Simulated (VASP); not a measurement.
Data:

```
CELL_PARAMETERS angstrom
      0.00000     2.80638     2.80638
      2.80638     0.00000     2.80638
      2.80638     2.80638     0.00000
ATOMIC_POSITIONS crystal
  Pt 0.00000 0.00000 0.00000
  Se 0.25000 0.25000 0.25000
```

The numbers are results of PBEsol GGA, VASP's PBE PAW potentials (set 64) (plane waves; VASP), not measurements. Numerical set-up: 400 eV cut-off, Gaussian smearing of 0.050 eV, potentials Pt Se.

Unless said otherwise, spin-orbit coupling is left out, though it shifts the bands of the heavy elements here.

Q: Estimate the band gap (along the path) with the smallest direct gap where there is one.

A: 
The band gap (along the path) is none (metal, semimetal or under 0.01 eV).

Only differences to runs with the same potentials and settings are physical.

The structure was generated: PtSe was put into the zinc blende type (F-43m), which need not be its known phase. It was relaxed first, which changed the volume by -14 %.
